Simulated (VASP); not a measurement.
```
CoSi2
1.0
    0.00000     2.65238     2.65238
    2.65238     0.00000     2.65238
    2.65238     2.65238     0.00000
Co Si
1 2
Direct
  0.00000   0.00000   0.00000
  0.25000   0.25000   0.25000
  0.75000   0.75000   0.75000
```

All values below come from PBE GGA with D4 dispersion, VASP's PBE PAW potentials (set 64) (plane waves; VASP). Run with 520 eV cut-off, Gaussian smearing of 0.050 eV, potentials Co Si.

### Question
Estimate the band gap (along the path) with the smallest direct gap where there is one.

### Answer

```
Property                                                     Result
-------------------------  ----------------------------------------
band gap (along the path)  none (metal, semimetal or under 0.01 eV)
```

Only differences to runs with the same potentials and settings are physical.

The compound is CoSi2 in the fluorite structure. It was relaxed first. The run is not spin-polarised, so no magnetic state was tried. The electron count is odd and the run is not spin-polarised, which forces a metal.
